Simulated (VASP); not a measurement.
# Ge: relaxation of cell and atoms with PBEsol

The system is Ge.

```xyz
2
Lattice="0.0000 2.8376 2.8376 2.8376 0.0000 2.8376 2.8376 2.8376 0.0000" Properties=species:S:1:pos:R:3 pbc="T T T"
Ge    0.0000    0.0000    0.0000
Ge    1.4188    1.4188    1.4188
```

```yaml
Program: VASP 6.6.1
Task: relaxation of cell and atoms
Functional: PBEsol
Potentials_or_basis: VASP PAW PBE potentials, release 64 (Ge_d)
Cutoff: 600 eV
k_mesh: 10 × 10 × 10
Occupations: gaussian, width 0.03 eV
Spin: no spin polarisation
Further_INCAR_settings: ALGO = Normal; EDIFF = 1e-07; IBRION = 2; EDIFFG = -0.005; NSW = 90; ISIF = 3
```

The relaxed volume is 22.83 Å³/atom. The relaxed cell is a = 4.012 Å, b = 4.012 Å, c = 4.012 Å, α = 60.00°, β = 60.00°, γ = 60.00°, the space group after relaxing (to 0.05 Å) is Fd-3m (No. 227) and the energy gained by relaxing is 0.0 meV/atom. The ionic steps are 5, the pressure after relaxing is 0.0 GPa and the band gap on the k mesh is none (metal or under the smearing width).

Final structure:
```yaml
crystal:
  lattice:
    - [0.00000, 2.83700, 2.83700]
    - [2.83700, 0.00000, 2.83700]
    - [2.83700, 2.83700, 0.00000]
  atoms:
    - { symbol: Ge, position: [0.00000, 0.00000, 0.00000] }
    - { symbol: Ge, position: [0.25000, 0.25000, 0.25000] }
```

Levels at points of the mesh, in eV from the Fermi level:
```tsv
k point	band 12	band 13	band 14	band 15	band 16	band 17
(0.00, 0.00, 0.00)	-0.09	-0.01	-0.01	-0.01	2.52	2.52
(0.50, 0.00, 0.00)	-7.60	-1.40	-1.40	0.09	3.70	3.70
(0.50, 0.50, 0.00)	-8.88	-3.07	-3.07	0.67	0.67	9.41
```

It took 15 s on 8 MPI ranks on AMD EPYC 9R45 96-Core Processor (Zen 5) (shared host), peak memory 0.2 GiB a rank.

Caveat: the PAW data sets were made with another functional, which shifts forces and pressure a little; this crystal is a semiconductor, whose small gap the functional closes, so the metal is an error of the method.
